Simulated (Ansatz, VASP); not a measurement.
One calculation of MoOs, two programs

```
CELL_PARAMETERS angstrom
2.78176 0.00000 0.00000
-1.39088 2.40907 0.00000
0.00000 0.00000 4.50706
ATOMIC_POSITIONS crystal
Mo 0.66667 0.33333 0.50000
Os 0.33333 0.66667 0.00000
```

The cell comes from a database or a generator and needn't be the stable form of this composition.

Alike in both runs: task single point; functional LDA; k mesh 21 × 21 × 10; occupations gaussian, width 0.15 eV; no spin polarisation.

|  | VASP | Ansatz |
| --- | --- | --- |
| version | VASP 6.6.1 | Ansatz 0.2.0 |
| potentials or method | VASP PAW LDA potentials, release 64 (Mo_sv, Os) | scalar-relativistic, plane waves, PAW |
| plane-wave cutoff (eV) | 520 | 420 |
| valence electrons in the cell | 22 | 30 |

|  | VASP | Ansatz | Ansatz less VASP |
| --- | --- | --- | --- |
| gap on the k mesh at the Fermi level (eV) | none | none | - |
| pressure (GPa) | -15.5 | -16.4 | -0.87 |
| largest component of the traceless stress (GPa) | 1.70 | 1.62 | -0.088 |

A gap of «none» marks a metal or a gap that the smearing closes. The two sets of potentials don't hold the same shells in valence.

Caveats: so large a pressure means that the cell lies far from this level's equilibrium, or that cutoff or potentials fall short (VASP). The runs have no spin-orbit coupling, so splittings on Os are missing.
